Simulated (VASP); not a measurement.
Energy against volume of KI (rock salt). Calculation: revTPSS meta-GGA, VASP's PBE PAW potentials (set 64) (plane waves; VASP). Numerical set-up: 520 eV cut-off, 7×7×7 Γ-centred mesh, Gaussian smearing of 0.050 eV, potentials K_sv I.

| V (Å³/atom) | E (eV/atom) |
|---|---|
| 44.828 | 6.90129 |
| 46.214 | 6.89999 |
| 47.601 | 6.90132 |
| 48.987 | 6.90484 |

Question: Fit these four points and predict the energy of the run at 43.442 Å³/atom.

Answer: A cubic in V^(−2/3), the third-order Birch-Murnaghan form, passes through the four points with V0 = 46.16 Å³/atom and B0 = 10 GPa, and gives 6.9057 eV/atom there. The run gave 6.9057 eV/atom, -0.0 meV/atom from the fit; all five points give B0 = 10 GPa.

The compound is KI in the rock salt structure. It was relaxed first.
